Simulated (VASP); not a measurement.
Input of a VASP 6.6.1 run:

The input INCAR:

```
SYSTEM = BaSb12Ru4
ALGO = Fast
EDIFF = 1E-6
ENCUT = 520
GGA = PS
GGA_COMPAT = .FALSE.
ISIF = 2
ISMEAR = 1
KPAR = 4
LASPH = .TRUE.
LCHARG = .FALSE.
LMAXMIX = 4
LNONCOLLINEAR = .TRUE.
LORBIT = 11
LREAL = .FALSE.
LSORBIT = .TRUE.
LWAVE = .FALSE.
MAGMOM = 0 0 0 0 0 0 0 0 0 0 0 0 0 0 0 0 0 0 0 0 0 0 0 0 0 0 0 0 0 0 0 0 0 0 0 0 0 0 0 0 0 0 0 0 0 0 0 0 0 0 0
NBANDS = 153
NELM = 80
PREC = Accurate
SIGMA = 0.1
```

Contents of KPOINTS:

```
k-points
0
G
  6 6 6
  0 0 0
```

Contents of POSCAR:

```
BaSb12Ru4                               
1.0
   -4.6544006295      4.6544006295      4.6544006295
    4.6544006295     -4.6544006295      4.6544006295
    4.6544006295      4.6544006295     -4.6544006295
  Ba              Sb              Ru            
     1    12     4
Direct
     0.0000000000000000    0.0000000000000000    0.0000000000000000
     0.1606880310901484    0.6562969094993647    0.8169849405895202
     0.1606880310901484    0.3437030905006352    0.5043911215907837
     0.8169849405895202    0.1606880310901484    0.6562969094993647
     0.6562969094993647    0.4956088784092164    0.8393119689098517
     0.4956088784092164    0.8393119689098517    0.6562969094993647
     0.3437030905006352    0.1830150594104798    0.8393119689098517
     0.5043911215907837    0.1606880310901484    0.3437030905006352
     0.3437030905006352    0.5043911215907837    0.1606880310901484
     0.6562969094993647    0.8169849405895202    0.1606880310901484
     0.1830150594104798    0.8393119689098517    0.3437030905006352
     0.8393119689098517    0.6562969094993647    0.4956088784092164
     0.8393119689098517    0.3437030905006352    0.1830150594104798
     0.0000000000000000    0.0000000000000000    0.5000000000000000
     0.5000000000000000    0.0000000000000000    0.0000000000000000
     0.0000000000000000    0.5000000000000000    0.0000000000000000
     0.5000000000000000    0.5000000000000000    0.5000000000000000
```

File KPOINTS_OPT:

```
explicit points
188
Reciprocal
 0.0000000000  0.0000000000  0.0000000000 1
 0.0263157895 -0.0263157895  0.0263157895 1
 0.0526315789 -0.0526315789  0.0526315789 1
 0.0789473684 -0.0789473684  0.0789473684 1
 0.1052631579 -0.1052631579  0.1052631579 1
 0.1315789474 -0.1315789474  0.1315789474 1
[... 180 lines left out ...]
-0.0369497300  0.0369497300  0.5000000000 1
 0.0369497300 -0.0369497300  0.5000000000 1
```

Potentials or basis: VASP PAW PBE potentials, release 64 (Ba_sv, Sb, Ru_pv).

Command:

```console
$ cat potpaw_PBE.64/Ba_sv/POTCAR potpaw_PBE.64/Sb/POTCAR potpaw_PBE.64/Ru_pv/POTCAR > POTCAR
$ mpirun -np 4 vasp_ncl > vasp.out
```

Estimate the pressure.

0.1 GPa.

Estimate the largest force.

0.040 eV/Å.

Forces in eV/Å, atoms in the order of the input:
```
Ba   0.000  0.000  0.000
Sb   0.037 -0.014  0.000
Sb  -0.037 -0.014  0.000
Sb   0.000  0.037 -0.014
Sb   0.014  0.000  0.037
Sb   0.000  0.037  0.014
Sb   0.014  0.000 -0.037
Sb   0.000 -0.037 -0.014
Sb  -0.014  0.000 -0.037
Sb  -0.014  0.000  0.037
Sb   0.000 -0.037  0.014
Sb   0.037  0.014  0.000
Sb  -0.037  0.014  0.000
Ru   0.000  0.000  0.000
Ru   0.000  0.000  0.000
Ru   0.000  0.000  0.000
Ru   0.000  0.000  0.000
```

Caveat: the PAW data sets were made with another functional, which shifts forces and pressure a little.
